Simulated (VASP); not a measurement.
An input for Quantum ESPRESSO's pw.x (written as the equivalent of a VASP run, and not itself run):

```
&CONTROL
  calculation = 'vc-relax'
  pseudo_dir = './pseudo'
  outdir = './out'
  tprnfor = .true.
  tstress = .true.
  nstep = 30
  forc_conv_thr = 0.00039
/
&SYSTEM
  ibrav = 0
  nat = 3
  ntyp = 2
  ecutwfc = 80
  occupations = 'smearing'
  smearing = 'methfessel-paxton'
  degauss = 0.00735
  input_dft = 'vdw-df-ob86'
/
&ELECTRONS
  conv_thr = 7.3e-09
  electron_maxstep = 100
/
&IONS
/
&CELL
  cell_dofree = 'shape'
/
ATOMIC_SPECIES
  Si 28.085 Si.upf
  Mo 95.950 Mo.upf
CELL_PARAMETERS angstrom
    -1.5737748    1.5737748    3.8521724
     1.5737748   -1.5737748    3.8521724
     1.5737748    1.5737748   -3.8521724
ATOMIC_POSITIONS crystal
  Si   0.6647651  0.6647651  1.0000000
  Si   0.3352349  0.3352349  0.0000000
  Mo   0.0000000  0.0000000  0.0000000
K_POINTS automatic
  13 13 13 0 0 0
```

Task: Translate this input to VASP (INCAR, KPOINTS, POSCAR, choice of POTCAR).

Result: Several could match; the one computed here: 
File KPOINTS:
```
Automatic mesh
0
Gamma
13 13 13
0 0 0
```

File POSCAR:
```
MoSi2
1.0
 -1.5737747767   1.5737747767   3.8521723957
  1.5737747767  -1.5737747767   3.8521723957
  1.5737747767   1.5737747767  -3.8521723957
Si Mo
2 1
Cartesian
  1.5737747767   1.5737747767   1.2694073210
  0.0000000000  -0.0000000000   2.5827650747
  0.0000000000   0.0000000000   0.0000000000
```

INCAR:
```
SYSTEM = MoSi2
PREC = Accurate
ENCUT = 520
EDIFF = 1E-7
NELM = 100
ALGO = Normal
LREAL = .FALSE.
LASPH = .TRUE.
ISMEAR = 1
SIGMA = 0.1
GGA = MK
PARAM1 = 0.1234
PARAM2 = 1.0
LUSE_VDW = .TRUE.
AGGAC = 0.0
LMAXMIX = 4
LWAVE = .FALSE.
LCHARG = .FALSE.
ISIF = 4
IBRION = 2
NSW = 30
EDIFFG = -0.01
```

POTCAR, in this order: Si Mo_sv (PBE.64 set). Program: vasp_std.

What does not carry over: the potentials are each code's own (VASP's PAW set, PseudoDojo norm-conserving files in pw.x), so ENCUT and ecutwfc are chosen apart and not converted; conv_thr bounds pw.x's estimated SCF error, while EDIFF bounds the energy change between steps; forc_conv_thr acts on force components and is met together with etot_conv_thr.

The compound is MoSi2 in the MoSi2 type structure. This cell is one point of a volume scan, at 0.94 of the reference volume. Symmetry was kept, so distortions that lower it aren't found.
